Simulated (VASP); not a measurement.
**Zn2CdSeS2: relaxation of cell and atoms with PBE**

Zn2CdSeS2:

```
Zn Cd Se S
1.0
     6.07100   -3.48200    0.00000
     6.07100    3.48200    0.00000
     0.00000    0.00000    6.54800
Zn Cd Se S
4 2 2 4
Cartesian
  3.9370 1.1050 0.0310
  8.2050 1.1050 0.0310
  8.2050 -1.1050 3.3050
  3.9370 -1.1050 3.3050
  6.0710 -2.2040 6.4650
  6.0710 2.2040 3.1910
  6.0710 2.1520 5.8610
  6.0710 -2.1520 2.5870
  8.2500 -1.0810 5.6750
  3.8920 -1.0810 5.6750
  3.8920 1.0810 2.4010
  8.2500 1.0810 2.4010
```

The cell was built by a generator and needn't be a form met in nature.

```
Program                : VASP 6.6.1
Task                   : relaxation of cell and atoms
Functional             : PBE
Potentials or basis    : VASP PAW PBE potentials, release 64 (Zn, Cd, Se, S)
Cutoff                 : 520 eV
k mesh                 : 4 × 4 × 4
Occupations            : gaussian, width 0.03 eV
Spin                   : no spin polarisation
Further INCAR settings : ALGO = Normal; EDIFF = 1e-06; IBRION = 2; EDIFFG = -0.01; NSW = 90; ISIF = 3
```

The relaxed volume is 23.09 Å³/atom and the relaxed cell is a = 7.007 Å, b = 7.007 Å, c = 6.543 Å, α = 90.00°, β = 90.00°, γ = 59.60°. The space group after relaxing (to 0.05 Å) is Cmc2_1 (No. 36), the energy gained by relaxing is 0.1 meV/atom and the ionic steps are 10. The pressure after relaxing is 0.0 GPa, the largest force after relaxing is 0.008 eV/Å and the band gap on the k mesh is 1.37 eV, direct.

Forces on the atoms (eV/Å):
```
Zn   0.002 -0.002 -0.002
Zn  -0.002 -0.002 -0.002
Zn  -0.002  0.002 -0.002
Zn   0.002  0.002 -0.002
Cd   0.000 -0.007 -0.003
Cd   0.000  0.007 -0.003
Se   0.000 -0.006  0.004
Se   0.000  0.006  0.004
S    0.001  0.000  0.001
S   -0.001  0.000  0.001
S   -0.001  0.000  0.001
S    0.001  0.000  0.001
```

Step by step:
| step | energy change (eV) | largest force (eV/Å) | pressure (GPa) | volume (Å³) |
| --- | --- | --- | --- | --- |
| 1 | 0.0000 | 0.0332 | 0.03 | 276.84 |
| 2 | -0.0004 | 0.0184 | 0.01 | 277.02 |
| 3 | -0.0005 | 0.0146 | -0.03 | 277.19 |
| 4 | -0.0005 | 0.0128 | -0.03 | 277.16 |
| 5 | -0.0006 | 0.0131 | 0.03 | 277.03 |
| 6 | -0.0006 | 0.0136 | 0.00 | 276.99 |
| 7 | -0.0006 | 0.0147 | 0.04 | 276.91 |
| 8 | -0.0006 | 0.0143 | 0.01 | 276.94 |
| 9 | -0.0006 | 0.0143 | 0.02 | 276.93 |
| 10 | -0.0007 | 0.0076 | 0.01 | 277.06 |

Final structure:
```
CELL_PARAMETERS angstrom
6.08017 -3.48230 0.00000
6.08017 3.48230 0.00000
0.00000 0.00000 6.54267
ATOMIC_POSITIONS crystal
Zn 0.16556 0.48229 0.00449
Zn 0.51771 0.83444 0.00449
Zn 0.83444 0.51771 0.50449
Zn 0.48229 0.16556 0.50449
Cd 0.81642 0.18358 0.98679
Cd 0.18358 0.81642 0.48679
Se 0.19086 0.80914 0.89524
Se 0.80914 0.19086 0.39524
S 0.83483 0.52395 0.86711
S 0.47605 0.16517 0.86711
S 0.16517 0.47605 0.36711
S 0.52395 0.83483 0.36711
```

Levels at points of the mesh, in eV from the valence-band top:
```
           k point  band 50  band 51  band 52  band 53  band 54  band 55  band 56  band 57  band 58  band 59
(0.00, 0.00, 0.00)    -0.86    -0.81    -0.14    -0.06     0.00     1.37     2.49     4.37     4.38     4.75
(0.50, 0.00, 0.00)    -0.90    -0.81    -0.75    -0.69    -0.60     3.26     3.36     3.80     3.96     4.43
(0.50, 0.50, 0.00)    -1.02    -0.84    -0.73    -0.62    -0.60     3.01     3.41     3.76     3.98     4.49
(0.00, 0.00, 0.50)    -0.82    -0.47    -0.47    -0.43    -0.43     2.92     2.92     4.00     4.00     4.28
(0.50, 0.00, 0.50)    -1.41    -1.08    -1.08    -0.90    -0.90     3.29     3.29     4.14     4.14     4.27
(0.50, 0.50, 0.50)    -1.40    -1.22    -1.22    -0.93    -0.93     3.26     3.26     4.12     4.12     4.34
```

Wall time 9.2 min on 4 MPI ranks on Intel(R) Xeon(R) Platinum 8488C (Sapphire Rapids), with other jobs on the host, peak memory 0.6 GiB a rank.

PBE gaps usually lie below the measured ones, often by a third to a half.
